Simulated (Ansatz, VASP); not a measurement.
**One calculation of HfHF3, two programs**

```
Hf H F
1.0
     4.09987    0.00000    0.00000
     0.00000    4.09987    0.00000
     0.00000    0.00000    4.09987
Hf H F
1 1 3
Direct
  0.00000 0.00000 0.00000
  0.50000 0.50000 0.50000
  0.50000 0.00000 0.00000
  0.00000 0.50000 0.00000
  0.00000 0.00000 0.50000
```

Change from the starting cell: species swapped into the MgAgF3 type (Pm-3m, No. 221).

Alike in both runs: functional PBE; k mesh 4 × 4 × 4; occupations gaussian, width 0.1 eV; no spin polarisation.

Ansatz relaxed the structure, and its values are those at the end. VASP's run is a single point on that final structure, the one shown.

```csv
,VASP,Ansatz
version,VASP 6.6.1,Ansatz 0.2.0
potentials or method,"VASP PAW PBE potentials, release 64 (Hf_pv, H, F)","scalar-relativistic, plane waves, PAW"
plane-wave cutoff (eV),520,420
valence electrons in the cell,32,48
```

```csv
,VASP,Ansatz,Ansatz less VASP
gap on the k mesh at the Fermi level (eV),none,none,-
pressure (GPa),-2.0,0.1,+2.07
```

A gap of «none» marks a metal or a gap that the smearing closes. With one functional, cell and mesh, what is left measures potentials, basis and numerics. The two sets of potentials don't hold the same shells in valence.

Caveats: the k mesh is coarse (spacing up to 0.38 Å⁻¹), so the values aren't converged. Spin-orbit coupling is left out, which matters for the levels of Hf.
